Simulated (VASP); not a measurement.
The system is SrTiO3 (Tausonite).

```
CELL_PARAMETERS angstrom
3.90528 0.00000 0.00000
0.00000 3.90528 0.00000
0.00000 0.00000 3.90528
ATOMIC_POSITIONS crystal
Sr 0.50000 0.50000 0.50000
Ti 0.00000 0.00000 0.00000
O 0.50000 0.00000 0.00000
O 0.00000 0.50000 0.00000
O 0.00000 0.00000 0.50000
```

```yaml
Program: VASP 6.6.1
Task: relaxation of cell and atoms
Functional: PBE
Potentials_or_basis: VASP PAW PBE potentials, release 64 (Sr_sv, Ti_sv, O)
Cutoff: 600 eV
k_mesh: 8 × 8 × 8
Occupations: gaussian, width 0.03 eV
Spin: no spin polarisation
```

At the start: pressure 4.7 GPa; volume 11.91 Å³/atom.

How do energy, volume and symmetry change on relaxing?

Over 3 steps the energy falls by 4.6 meV/atom and the volume is 12.23 Å³/atom (+2.7 %); space group Pm-3m (No. 221, to 0.05 Å).

Step by step:
| step | energy change (eV) | largest force (eV/Å) | pressure (GPa) | volume (Å³) |
| --- | --- | --- | --- | --- |
| 1 | 0.0000 | 0.0000 | 4.69 | 59.56 |
| 2 | -0.0057 | 0.0000 | -3.75 | 62.62 |
| 3 | -0.0232 | 0.0000 | -0.02 | 61.17 |

Final structure:
```xyz
5
Lattice="3.9402 0.0000 0.0000 0.0000 3.9402 0.0000 0.0000 0.0000 3.9402" Properties=species:S:1:pos:R:3 pbc="T T T"
Sr    1.9701    1.9701    1.9701
Ti    0.0000    0.0000    0.0000
O     1.9701    0.0000    0.0000
O     0.0000    1.9701    0.0000
O     0.0000    0.0000    1.9701
```
